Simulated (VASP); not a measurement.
Given:

```yaml
crystal:
  lattice:
    - [1.58868, -2.75167, 0.00000]
    - [1.58868, 2.75167, 0.00000]
    - [0.00000, 0.00000, 5.17116]
  atoms:
    - { symbol: Ga, position: [0.66667, 0.33333, 0.50003] }
    - { symbol: Ga, position: [0.33333, 0.66667, 0.00003] }
    - { symbol: N, position: [0.66667, 0.33333, 0.87697] }
    - { symbol: N, position: [0.33333, 0.66667, 0.37697] }
```

Computed with RPBE GGA, VASP's PBE PAW potentials (set 64) (plane waves; VASP). Numerical set-up: 520 eV cut-off, 8×8×4 Γ-centred mesh, Gaussian smearing of 0.050 eV, potentials Ga_d N.

Question: Give the stress tensor in GPa (positive for a compressed cell).

Answer: 
```
11.30   0.00   0.00
 0.00  11.30   0.00
 0.00   0.00  11.45
```
The pressure is its mean diagonal, 11.35 GPa.

The compound is GaN in the wurtzite structure. This cell is one point of a volume scan, at 0.94 of the reference volume.
